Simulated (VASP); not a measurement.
Energy against volume of C (diamond). Computed with optB86b-vdW, VASP's PBE PAW potentials (set 64) (plane waves; VASP). Settings: 520 eV cut-off, 13×13×13 Γ-centred mesh, Gaussian smearing of 0.050 eV, potentials C.

```tsv
V (Å³/atom)	E (eV/atom)
5.353	-8.06928
5.524	-8.09291
5.694	-8.10046
5.865	-8.09401
```

Fit these four points and predict the energy of the run at 6.036 Å³/atom.

A cubic in V^(−2/3), the third-order Birch-Murnaghan form, passes through the four points with V0 = 5.70 Å³/atom and B0 = 438 GPa, and gives -8.0752 eV/atom there. The run gave -8.0754 eV/atom, -0.2 meV/atom from the fit; all five points give B0 = 435 GPa.

The compound is C in the diamond structure. It was relaxed first.
